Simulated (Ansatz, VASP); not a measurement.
# SnGeN2 (CuAu-ordered zincblende type (invented)): VASP beside Ansatz

Aim: how closely do two programs agree when they are given the same cell, functional and k mesh? The cell is generated by rule, not measured, and may not be a known phase. Of the first pair: The two relaxations start from unlike cells of this crystal (the structure described is Ansatz's start), so only their ends are compared.

Method: plane waves, with VASP 6.6.1 beside it; relaxation of cell and atoms at PBE, in Ansatz 0.2.0.

## (1) The structure

It takes space group P-4m2 (No. 115, tetragonal). The conventional cell has a = 3.323 Å, b = 3.323 Å, c = 4.700 Å, α = 90.00°, β = 90.00°, γ = 90.00°. Ge has 4 N at 2.03 Å nearest. Nearest to Sn lie 4 N at 2.03 Å. Nearest to N lie 2 Ge at 2.03 Å and 2 Sn at 2.03 Å. Farther neighbours and most contacts between anions are not listed.

## (2) VASP: relaxation of cell and atoms, PBE, pair 1

The relaxed volume is the usual yardstick between codes: in a stiff, nearly cubic crystal its relative difference is about their pressure difference at one cell divided by the bulk modulus.

Lines of VASP's logs that name or quote its potential files are left out, and so is its time.

Contents of INCAR:

```
SYSTEM = SnGeN2
PREC = Accurate
ENCUT = 600
EDIFF = 1E-07
NELM = 120
ISMEAR = 0
SIGMA = 0.1
LREAL = .FALSE.
ALGO = Normal
GGA = PE
NBANDS = 25
LORBIT = 11
LWAVE = .FALSE.
LCHARG = .FALSE.
ISIF = 3
IBRION = 2
NSW = 80
EDIFFG = -0.005
LASPH = .TRUE.
GGA_COMPAT = .FALSE.
NELMIN = 4
KPAR = 2
```

Contents of POSCAR:

```
SnGeN2
1.0
    3.1851822201      0.0000000000      0.0000000000
    0.0000000000      3.1851822201      0.0000000000
    0.0000000000      0.0000000000      5.7676463966
Ge Sn N
1 1 2
Direct
    0.0000000000      0.0000000000      0.0000000000
    0.5000000000      0.5000000000      0.5000000000
    0.0000000000      0.5000000000      0.1831005825
    0.5000000000      0.0000000000      0.8168994175
```

Contents of KPOINTS:

```
Automatic mesh
0
Gamma
6 6 4
0 0 0
```

PAW data sets: Ge_d, Sn_d and N (PBE family, release 64).

Command:

```
> mpirun -np 2 vasp_std
```

Numbers of over 12 decimals in the logs are rounded to 6 here.

What it wrote:

```text
[banner, memory and clock lines left out]
running    2 mpi-ranks, on    1 nodes
 distrk:  each k-point on    1 cores,    2 groups
 distr:  one band on    1 cores,    1 groups

 POSCAR found type information on POSCAR GeSnN
 POSCAR found :  3 types and       4 ions
 LDA part: xc-table for (Slater+PW92), standard interpolation
 POSCAR, INCAR and KPOINTS ok, starting setup
 FFT: planning ... GRIDC
 FFT: planning ... GRID_SOFT
 FFT: planning ... GRID
 WAVECAR not read
 entering main loop
       N       E                     dE             d eps       ncg     rms          rms(c)
DAV:   1     0.358338759058E+03    0.35834E+03   -0.21066E+04  1703   0.350E+03
DAV:   2     0.328460563051E+02   -0.32549E+03   -0.31519E+03  1556   0.692E+02
DAV:   3    -0.247491893823E+02   -0.57595E+02   -0.56670E+02  1745   0.203E+02
DAV:   4    -0.275923312635E+02   -0.28431E+01   -0.27859E+01  1857   0.498E+01
DAV:   5    -0.276534773198E+02   -0.61146E-01   -0.61111E-01  1836   0.762E+00    0.117E+01
DAV:   6    -0.233792569942E+02    0.42742E+01   -0.21912E+01  2269   0.404E+01    0.467E+00
DAV:   7    -0.233922915715E+02   -0.13035E-01   -0.17007E+00  1655   0.917E+00    0.261E+00
DAV:   8    -0.233660906205E+02    0.26201E-01   -0.18440E-01  2298   0.378E+00    0.700E-01
DAV:   9    -0.233603040907E+02    0.57865E-02   -0.29055E-02  2292   0.130E+00    0.184E-01
DAV:  10    -0.233607078312E+02   -0.40374E-03   -0.69271E-03  2053   0.626E-01    0.123E-01
DAV:  11    -0.233604133606E+02    0.29447E-03   -0.10542E-03  2138   0.213E-01    0.475E-02
DAV:  12    -0.233604198281E+02   -0.64675E-05   -0.24158E-04  2150   0.135E-01    0.207E-02
DAV:  13    -0.233604172768E+02    0.25513E-05   -0.18390E-05  1936   0.284E-02    0.113E-02
DAV:  14    -0.233604168570E+02    0.41979E-06   -0.28632E-06  1956   0.138E-02    0.433E-03
DAV:  15    -0.233604165948E+02    0.26214E-06   -0.91881E-07  1706   0.621E-03    0.130E-03
DAV:  16    -0.233604164770E+02    0.11788E-06   -0.57336E-08   927   0.246E-03    0.780E-04
DAV:  17    -0.233604164691E+02    0.78217E-08   -0.41372E-08   890   0.177E-03
   1 F= -.23360416E+02 E0= -.23356261E+02  d E =-.233604E+02
[...]
2 F= -.23360802E+02 E0= -.23356467E+02  d E =-.385077E-03
[...]
3 F= -.23360802E+02 E0= -.23356472E+02  d E =-.385468E-03
[...]
4 F= -.23360938E+02 E0= -.23356502E+02  d E =-.136496E-03
 trial-energy change:   -0.000136  1 .order   -0.000135   -0.000219   -0.000051
 step:   1.2719(harm=  1.2942)  dis= 0.00082  next Energy=   -23.360945 (dE=-0.144E-03)
 bond charge predicted
       N       E                     dE             d eps       ncg     rms          rms(c)
DAV:   1    -0.233610279842E+02   -0.89636E-04   -0.25983E-03  1968   0.633E-01    0.581E-02
DAV:   2    -0.233609675118E+02    0.60472E-04   -0.16194E-04  2031   0.170E-01    0.304E-02
DAV:   3    -0.233609449495E+02    0.22562E-04   -0.37051E-05  2089   0.107E-01    0.853E-03
DAV:   4    -0.233609441615E+02    0.78796E-06   -0.57326E-06  2032   0.207E-02    0.307E-03
DAV:   5    -0.233609444120E+02   -0.25053E-06   -0.64492E-07  1820   0.113E-02    0.963E-04
DAV:   6    -0.233609444691E+02   -0.57080E-07   -0.47136E-08   827   0.216E-03
   5 F= -.23360944E+02 E0= -.23356479E+02  d E =-.142532E-03
 curvature:  -0.81 expect dE=-0.977E-06 dE for cont linesearch -0.688E-07
 trial: gam= 0.02946 g(F)=  0.119E-05 g(S)=  0.178E-07 ort =-0.485E-05 (trialstep = 0.105E+01)
 search vector abs. value=  0.116E-05
 reached required accuracy - stopping structural energy minimisation
```

From OUTCAR (step 2):

```text
ion  position               nearest neighbor table
   1  0.000  0.000  0.000-   3 1.91   4 1.91   3 1.91   4 1.91
   2  0.500  0.500  0.500-   3 2.42   4 2.42   4 2.42   3 2.42
   3  0.000  0.500  0.183-   1 1.91   1 1.91   2 2.42   2 2.42
   4  0.500  0.000  0.817-   1 1.91   1 1.91   2 2.42   2 2.42

  LATTYP: Found a simple tetragonal cell.
 ALAT       =     3.1851822201
 C/A-ratio  =     1.8107743916

 Subroutine GETGRP returns: Found  8 space group operations
 (whereof  8 operations were pure point group operations)

The static configuration has the point symmetry D_2d.

 Found     30 irreducible k-points:

   k-points           NKPTS =     30   k-points in BZ     NKDIM =     30   number of bands    NBANDS=     25

   dimension x,y,z NGX =    28 NGY =   28 NGZ =   48
   dimension x,y,z NGXF=    56 NGYF=   56 NGZF=   96

   ENCUT  =  600.0 eV  44.10 Ry    6.64 a.u.   6.36  6.36 11.52*2*pi/ulx,y,z

   NELECT =      38.0000    total number of electrons

 k-points in reciprocal lattice and weights: Automatic mesh
   0.00000000  0.00000000  0.00000000       0.007
   0.16666667  0.00000000  0.00000000       0.028
   0.33333333  0.00000000  0.00000000       0.028
   0.50000000  0.00000000  0.00000000       0.014
   0.16666667  0.16666667  0.00000000       0.028
   0.33333333  0.16666667  0.00000000       0.056
   0.50000000  0.16666667  0.00000000       0.028
   0.33333333  0.33333333  0.00000000       0.028
   0.50000000  0.33333333  0.00000000       0.028
[...]
0.50000000  0.33333333  0.50000000       0.028
   0.50000000  0.50000000  0.50000000       0.007

 average (electrostatic) potential at core
       1 -72.4554       2 -99.8933       3 -61.3744       4 -61.3744

 E-fermi :   7.2052

 k-point     1 :       0.0000    0.0000    0.0000
  band No.  band energies     occupation
    ...
     15       3.2385      2.00000
     16       3.8653      2.00000
     17       4.1917      2.00000
     18       6.0405      2.00000
     19       6.0405      2.00000
     20       9.3708      0.00000
     21      10.4159      0.00000
     22      12.8538      0.00000
     23      13.1615      0.00000
     24      13.1615      0.00000
    ...

 k-point     2 :       0.1667    0.0000    0.0000
  band No.  band energies     occupation
    ...
     15       3.3074      2.00000
     16       3.3964      2.00000
     17       4.4252      2.00000
     18       6.0664      2.00000
     19       6.3511      2.00000
     20       9.3091      0.00000
     21      10.6488      0.00000
     22      11.8249      0.00000
     23      13.4750      0.00000
     24      13.5669      0.00000
    ...

 k-point     3 :       0.3333    0.0000    0.0000
  band No.  band energies     occupation
    ...
     15       1.9341      2.00000
     16       3.5252      2.00000
     17       3.7464      2.00000
     18       6.0998      2.00000
     19       7.0664      1.95037
     20       8.3790      0.00000
     21      10.2485      0.00000
     22      12.3603      0.00000
     23      13.7176      0.00000
     24      14.5846      0.00000
    ...

  Total        0.0005062      0.0005062      0.0009820      0.0000000      0.0000000     -0.0000000
  in kB        0.0138438      0.0138438      0.0268560      0.0000000      0.0000000     -0.0000000
  external PRESSURE =       0.0181812 kB  Pullay stress =       0.0000000 kB

  energy-cutoff  :      600.00
  volume of cell :       58.59
      direct lattice vectors                 reciprocal lattice vectors
     3.180590841  0.000000000  0.000000000     0.314406992  0.000000000 -0.000000000
     0.000000000  3.180590841  0.000000000     0.000000000  0.314406992  0.000000000
     0.000000000  0.000000000  5.791372303     0.000000000  0.000000000  0.172670647

 POSITION                                       TOTAL-FORCE (eV/Angst)
 -----------------------------------------------------------------------------------
      0.00000      0.00000      0.00000        -0.000000      0.000000      0.000000
      1.59030      1.59030      2.89569         0.000000     -0.000000      0.000000
      0.00000      1.59030      1.05937         0.000000      0.000000      0.003508
      1.59030      0.00000      4.73200        -0.000000      0.000000     -0.003508
 -----------------------------------------------------------------------------------
    total drift:                                0.000000      0.000000      0.000000

  FREE ENERGIE OF THE ION-ELECTRON SYSTEM (eV)
  ---------------------------------------------------
  free  energy   TOTEN  =       -23.3609444691 eV

  energy  without entropy=      -23.3520131188  energy(sigma->0) =      -23.35647879

 reached required accuracy - stopping structural energy minimisation

 total charge
# of ion       s       p       d       tot
------------------------------------------
    1        1.024   1.232  10.271  12.527
    2        1.260   0.815  10.043  12.118
    3        1.270   2.393   0.000   3.663
    4        1.270   2.393   0.000   3.663
--------------------------------------------------
tot          4.824   6.834  20.314  31.971

[... 3 further parts left out ...]
```

CONTCAR:

```
SnGeN2
   1.00000000000000
     3.1805908409466452    0.0000000000000000    0.0000000000000000
     0.0000000000000000    3.1805908409466452    0.0000000000000000
     0.0000000000000000    0.0000000000000000    5.7913723027288899
  Ge              Sn              N
     1     1     2
Direct
     0.0000000000000000    0.0000000000000000    0.0000000000000000
     0.5000000000000000    0.5000000000000000    0.5000000000000000
     0.0000000000000000    0.5000000000000000    0.1829226658047358
     0.5000000000000000    0.0000000000000000    0.8170773341952641
```

The run keeps the 8 symmetry operations of its start, so it cannot find a distortion of lower symmetry.

## (3) Ansatz: relaxation of cell and atoms, PBE, pair 1

Ansatz runs on its default PAW (the set named soft_2) files.

Its own start cell and the same functional, mesh and smearing now go to Ansatz, which takes its cutoff from its data sets.

Contents of input.yaml:

```yaml
crystal:
  lattice:
    - [3.32314, 0.0, 0.0]
    - [0.0, 3.32314, 0.0]
    - [0.0, 0.0, 4.69963]
  atoms:
    - { symbol: Ge, position: [0.0, 0.0, 0.0] }
    - { symbol: Sn, position: [0.5, 0.5, 0.5] }
    - { symbol: "N", position: [0.0, 0.5, 0.25] }
    - { symbol: "N", position: [0.5, 0.0, 0.75] }
kpoints:
  mp_grid: { grid: [6, 6, 4] }
hamiltonian:
  xc: pbe
scf:
  occupations: { method: gaussian, width: 0.1 }
output:
  forces: true
  stress: true
  eigenvalues: true
relax:
  adjacent_minimum: "off"
  f_tol: 0.05
  max_steps: 80
  cell: { stress_tol: 0.5 }
```

Command:

```
> ansatz run input.yaml --threads 2 --pin off --max-ram 5120MiB --backend cpu --events-out ev --progress --plain --runs-dir out
```

What it wrote:

```text
The last accepted step is kept in <dir> (removed where the run ends without a failure and the disk answers)
Engine: ansatz 0.2.0, x86_64-unknown-linux-gnu
Pseudopotentials: kind: paw
Pseudopotential: Ge, paw, valence charge 14, recommended cutoff 420 eV (normal), Ge.paw.azcp
Pseudopotential: Sn, paw, valence charge 14, recommended cutoff 420 eV (normal), Sn.paw.azcp
Pseudopotential: N, paw, valence charge 5, recommended cutoff 420 eV (normal), N.paw.azcp
Functional definition: PBE
  parameter kappa = 0.804
  parameter beta = 0.066725
  exchange = pbe_x(kappa = kappa, mu = beta*pi^2/3)
  correlation = pbe_c(beta = beta)
Crystal: 4 atoms, lattice volume = 51.899 Å³
Basis set: ecut = 420 eV, 1023 PW (Γ), exchange–correlation on 48×48×64 points (8 copies of the dense FFT grid, shifted against one another)
Bands: 23, of which v1, the nominal top of the filled ones, is band 19 counted from 1 (18 counted from 0)
Symmetry: 8 space group operations
Space group: P-4m2 (ITA 115), of the structure as read, at distance tolerance 3.7e-5 Å
k-points: 30 of 144 (time reversal used)
Non-local potential: Ge, projectors of the file, l = 0: 2, l = 1: 2, l = 2: 3, l = 3: 1
Non-local potential: Sn, projectors of the file, l = 0: 2, l = 1: 2, l = 2: 2, l = 3: 2
Non-local potential: N, projectors of the file, l = 0: 2, l = 1: 2, l = 2: 1
PAW form: soft (Blöchl's): semilocal exchange-correlation on the pseudo side does not see the compensation charge
PAW one-centre angular grid: Ge, 590 points (default); XC on 64 Gauss nodes
PAW one-centre angular grid: Sn, 590 points (default); XC on 64 Gauss nodes
PAW one-centre angular grid: N, 110 points (default); XC on 64 Gauss nodes
Initial density: superposition of atomic densities (neutral atoms: chi_scale 0, normalization atom), corrected by the library's trained network
Initial wavefunctions: pseudopotential atomic-orbital guess
Functional: x = pbe(κ = 0.804, μ = 0.219515), c = pbe(β = 0.066725)
SCF iter   1: F=—  HF=-11083.931970 eV  |F-HF|=—  |Δ(HF+E_count)|=         —  Δρ=1.16e-2  dr2=9.68e-2  ethr=1.77e-3  ⟨swp⟩=5.8  Hψ=3175  notcnv=0
preconditioner: auto → Kerker (q_TF=auto, 2.590 Å⁻¹)  [metal: Δε(μ)=0.055 eV  Ē_g=19.708 eV  σ=0.100 eV  W_gap=0.30  n_scr=14 (ndim 8)  ℏωp=31.8 eV  f_vac=0.004  D(μ)=1.71/eV (n_scr^D=14)]
SCF iter   2: F=—  HF=-11083.916572 eV  |F-HF|=—  |Δ(HF+E_count)|=   1.54e-2  Δρ=6.18e-3  dr2=3.10e-2  ethr=2.55e-4  ⟨swp⟩=1.1  Hψ=936  notcnv=0
SCF iter   3: F=—  HF=-11083.911643 eV  |F-HF|=—  |Δ(HF+E_count)|=   4.93e-3  Δρ=1.72e-3  dr2=2.64e-3  ethr=8.16e-5  ⟨swp⟩=2.0  Hψ=843  notcnv=0
SCF iter   4: F=—  HF=-11083.911514 eV  |F-HF|=—  |Δ(HF+E_count)|=   1.29e-4  Δρ=4.97e-4  dr2=1.57e-4  ethr=6.94e-6  ⟨swp⟩=2.0  Hψ=1259  notcnv=0
SCF iter   5: F=—  HF=-11083.911412 eV  |F-HF|=—  |Δ(HF+E_count)|=   1.02e-4  Δρ=2.48e-4  dr2=3.81e-5  ethr=4.14e-7  ⟨swp⟩=2.0  Hψ=1256  notcnv=0
SCF iter   6: F=—  HF=-11083.911465 eV  |F-HF|=—  |Δ(HF+E_count)|=   5.29e-5  Δρ=9.72e-5  dr2=8.37e-6  ethr=1.00e-7  ⟨swp⟩=2.0  Hψ=1247  notcnv=0
SCF iter   7: F=—  HF=-11083.911465 eV  |F-HF|=—  |Δ(HF+E_count)|=   1.59e-8  Δρ=3.50e-5  dr2=1.07e-6  ethr=2.20e-8  ⟨swp⟩=2.7  Hψ=1229  notcnv=0
SCF iter   8: F=-11083.911466 eV  HF=-11083.911466 eV  |F-HF|=2.53e-9  |Δ(HF+E_count)|=   2.33e-7  Δρ=1.00e-5  dr2=8.04e-8  ethr=2.63e-10  ⟨swp⟩=4.3  Hψ=2872  notcnv=0
the search or the solves at the SCF's close seem to have found levels that the self-consistency loop had missed (the run counts 1). By its estimate they hold under 1e-12 electrons; where the run keeps them, the occupations were computed again with them
SCF 1 converged in 8 iterations: F = -11083.911466 eV  dr2 = 8.04e-8
  greatest PAW one-centre occupation: 0.999 electrons in one spin orbital (limit 2), on the Ge atom at site 0 (counted from 0), in its partial waves of l = 2
relax step   1: F+E_penalty+E_count = -11083.91146553 eV  Δ(F+E_penalty+E_count) = +0.000e0 eV  max|allowed force component| = 1.815e0 eV/Å  Δτ_max = 0.0000 Å  P = +29.191 GPa  Ω = 51.899 Å³  (8 SCF iters, dr2 threshold 1.00e-7 eV, accepted)
[...]
relax step  12: F+E_penalty+E_count = -11085.42984031 eV  Δ(F+E_penalty+E_count) = -2.220e-2 eV  max|allowed force component| = 3.388e-2 eV/Å  Δτ_max = 0.0053 Å  P = +0.245 GPa  Ω = 58.648 Å³  energy of the carried Pulay correction = -1.204e-3 eV  (6 SCF iters, dr2 threshold 4.00e-7 eV, accepted)
[...]
relax step  13: F+E_penalty+E_count = -11085.43048532 eV  Δ(F+E_penalty+E_count) = -6.450e-4 eV  max|allowed force component| = 1.191e-2 eV/Å  Δτ_max = 0.0021 Å  P = -0.044 GPa  Ω = 58.705 Å³  energy of the carried Pulay correction = -1.322e-3 eV  (5 SCF iters, dr2 threshold 4.00e-7 eV, accepted)
[...]
relax step  14: F+E_penalty+E_count = -11085.43269917 eV  Δ(F+E_penalty+E_count) = -2.214e-3 eV  max|allowed force component| = 1.082e-2 eV/Å  Δτ_max = 0.0000 Å  P = -0.032 GPa  Ω = 58.705 Å³  stress off target by 7.14e-2 GPa  SCF on the basis re-selected at this cell (its energy is not comparable with the rows above)  (6 SCF iters)
basis re-selected at this cell: Δ(F+E_penalty+E_count) = -2.214e-3 eV, ΔP = +0.012 GPa vs the last step (what re-selecting the basis moved, of the pressure what is left beyond the Pulay correction that the steps carried, after the strain that the cell walked since its last selection, with what the two solves' SCF thresholds leave and, on support functions, any second-order correction that the steps lacked; it is no m [...]
SCF converged after 6 iterations
Free energy (F): -11085.432699 eV
Harris-Foulkes:  -11085.432699 eV  (|F-HF|=2.91e-11)
Internal energy: -11085.424065 eV  (E = F + TS)
E sigma→0 (E₀):  -11085.428382 eV
Entropy (-TS):   -0.008634 eV (-2.159 meV/atom)
Fermi energy:    10.596540 eV
--- Per-component energies (eV) ---
  E_band       = -182.665844
  E_kinetic    = 555.256024
  E_local      = -3524.933522  (includes V_loc(G=0)·N_el)
  E_nonlocal   = 482.226650
  E_hartree    = 1663.690630
  E_xc         = -576.964504
  E_vxc        = -311.754691  (∫ρ·V_xc dr)
  E_paw        = -6413.255302  (= ΣΔE_a)
  E_vpaw       = -710.843155  (= ΣTr[D̂ρ^β])
  E_aug_tail   = 0.000595  (compensation charges beyond the density's cutoff)
  E_ewald      = -3271.444636
  E_smearing   = -0.008634  (= −TS)
  E_closure    = -0.000000  (closes the sum)
  Σ components = -11085.432699   (vs F -11085.432699, Δ=0.00e0)
--- Forces (eV/Å), atoms counted from 1 ---
  atom   1  Ge    -0.00000000    -0.00000000     0.00000000
  atom   2  Sn     0.00000000    -0.00000000     0.00000000
  atom   3  N      0.00000000     0.00000000    -0.01082276
  atom   4  N      0.00000000    -0.00000000     0.01082276
  max |Σ_I F_I| component: 2.08e-16 eV/Å
--- Stress (GPa, compression-positive) ---
       -0.071364      -0.000000      -0.000000
       -0.000000      -0.071364       0.000000
       -0.000000       0.000000       0.047326
  P = ⅓ Tr σ = -0.0318 GPa (-0.318 kbar)
--- Band table (eV; the first three rows and the last of 30) ---
  k-point 0: bands = [... 15 lower, 7.2566, 7.5576, 9.4081, 9.4081, 12.7278, 13.7704, 16.2372, 16.5258]
  k-point 1: bands = [... 15 lower, 6.6804, 9.2381, 9.2738, 9.2738, 12.5816, 13.2575, 15.6771, 16.8136]
  k-point 2: bands = [... 15 lower, 6.7445, 9.1378, 9.1378, 10.8196, 11.3495, 13.1501, 15.4020, 17.1415]
  k-point 29: bands = [... 15 lower, 5.8112, 5.8112, 6.1630, 11.8123, 11.8825, 11.8825, 14.8087, 14.8087]
--- Relaxed structure (12 steps of the walk, 12 accepted, 2 SCFs on fresh bases) ---
  F+E_penalty+E_count = -11085.43269917 eV   max|allowed force component| = 1.082e-2 eV/Å   (the final SCF, on the basis selected at the relaxed cell)
  cell:  # Å, volume = 58.7045 Å³
    - [3.185136, 0, 0]
    - [0, 3.185136, 0.0]
    - [0, 0.0, 5.786495]
  atoms:
    - { symbol: Ge, position: [0, 0, 1.845595797942399e-19] }
    - { symbol: Sn, position: [0.5, 0.5, 0.5] }
    - { symbol: N, position: [0, 0.5, 0.183290] }
    - { symbol: N, position: [0.5, 0, 0.816710] }
```

## (4) Side by side

Known differences besides the potentials themselves: the cutoff is 420 eV in Ansatz and 600 eV in VASP; Ansatz adds a Pulay correction to the stress that steers its cell, VASP none. Total energies have different zeros and are not compared.

Both answers:

| quantity | Ansatz | VASP | difference |
| --- | --- | --- | --- |
| volume (Å³) | 58.70 | 58.59 | +0.20 % |
| edge a after relaxation, in the typed setting (Å) | 3.185 | 3.181 | +0.14 % |
| edge c after relaxation, in the typed setting (Å) | 5.787 | 5.791 | -0.08 % |

[end of part 1 of 2]

[Lines on the potential files, build, host, timing and source positions are cut from VASP's logs without a mark.]

[Logs are printed without paths, hosts, clocks, repeated set-up lines and the standing remarks that a program may print on its own settings, such as how far it seeks lower states.]

[Hosts, paths, dates, database ids (printed as entryN), source tags and the programs' standing remarks are cut or masked in the printed files.]
